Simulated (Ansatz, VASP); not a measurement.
Two plane-wave programs on BiIrO

The input POSCAR:

```
BiIrO
1.0
    3.6472899900      0.0000000000      0.0000000000
    0.0000000000      3.6472899900      0.0000000000
    0.0000000000      0.0000000000      6.9101613500
Bi O Ir
2 2 2
Direct
    0.0000000000      0.5000000000      0.1710000000
    0.5000000000      0.0000000000      0.8290000000
    0.0000000000      0.0000000000      0.0000000000
    0.5000000000      0.5000000000      0.0000000000
    0.0000000000      0.5000000000      0.6500000000
    0.5000000000      0.0000000000      0.3500000000
```

File INCAR.step1:

```
SYSTEM = BiIrO
  PREC = Accurate
  ENCUT = 520
  ISMEAR = 1
  SIGMA = 0.1804
  LREAL = .False.
  LASPH = .True.
  NELM = 100
  NBANDS = 39
  GGA = PE
  ALGO = Normal
  EDIFF = 1E-4
  LWAVE = .True.
  LCHARG = .False.
```

INCAR.step2

```
SYSTEM = BiIrO
  PREC = Accurate
  ENCUT = 520
  EDIFF = 1E-6
  ISMEAR = 1
  SIGMA = 0.1804
  LREAL = .False.
  LASPH = .True.
  NELM = 100
  ALGO = Normal
  ISIF = 2
  LWAVE = .False.
  LCHARG = .False.
  METAGGA = R2SCAN
  LMIXTAU = .True.
  NBANDS = 39
  ISTART = 1
```

KPOINTS

```
regular mesh
0
Gamma
  9 9 5
  0 0 0
```

Input for Ansatz:

```yaml
crystal:
  lattice:
    - [3.64728999, 0.0, 0.0]
    - [0.0, 3.64728999, 0.0]
    - [0.0, 0.0, 6.91016135]
  atoms:
    - { symbol: Bi, position: [0.0, 0.5, 0.171] }
    - { symbol: Bi, position: [0.5, 0.0, 0.829] }
    - { symbol: O, position: [0.0, 0.0, 0.0] }
    - { symbol: O, position: [0.5, 0.5, 0.0] }
    - { symbol: Ir, position: [0.0, 0.5, 0.65] }
    - { symbol: Ir, position: [0.5, 0.0, 0.35] }
  symmetry: { tolerance: 0.0003 }
kpoints:
  mp_grid: { grid: [9, 9, 5], shift: [0, 0, 0] }
  band_path:
    path:
      - [0.0, 0.0, 0.0]
      - [0.0, 0.5, 0.0]
      - [0.5, 0.5, 0.0]
      - [0.0, 0.0, 0.0]
      - [0.0, 0.0, 0.5]
      - [0.0, 0.5, 0.5]
      - [0.5, 0.5, 0.5]
      - [0.0, 0.0, 0.5]
    npoints: 7
magnetization:
  spin_polarized: false
scf:
  occupations: { method: methfessel_paxton, width: 0.1804 }
  lower_state_search: "off"
  max_iter: 200
hamiltonian:
  pseudopotentials: { kind: paw }
  xc: r2scan
basis:
  ecutwfc: 500
  fft_grid_basis: typed
output:
  forces: true
  stress: true
  eigenvalues: true
  bader: true
  populations: true
  elf: true
  write_potential: true
  volumetric_format: npy
  dos:
    e_range: [-12, 8]
    de: 0.05
    projected: { site_lists: { Bi: [Bi], Ir: [Ir], O: [O] } }
checkpoint:
  read: saved_state
```

The cell was built by a generator and needn't be a form met in nature.

Alike in both runs: task single point; functional r2SCAN; k mesh 9 × 9 × 5; occupations methfessel-paxton of order 1, width 0.1804 eV; no spin polarisation.

```csv
,VASP,Ansatz
version,VASP 6.6.1,Ansatz 0.2.0
potentials or method,"VASP PAW PBE potentials, release 64 (Bi_d, O, Ir)",PAW plane waves
plane-wave cutoff (eV),520,500
valence electrons in the cell,60,76
```

```tsv
	VASP	Ansatz	Ansatz less VASP
pressure (GPa)	16.5	15.2	-1.26
largest component of the traceless stress (GPa)	10.35	10.61	+0.257
rms of the force components (eV/Å)	1.956	1.910	-0.0452
```

Atom by atom the forces differ by 0.046 eV/Å (rms over components). The functional is the same, so the differences come from potentials, cutoffs and numerics. The two sets of potentials don't hold the same shells in valence.

Caveats: so large a pressure means that the cell lies far from this level's equilibrium, or that cutoff or potentials fall short (VASP); the potentials were made for another functional, which shifts forces and pressure (VASP); spin-orbit coupling is left out, which moves the levels of the heavy elements.
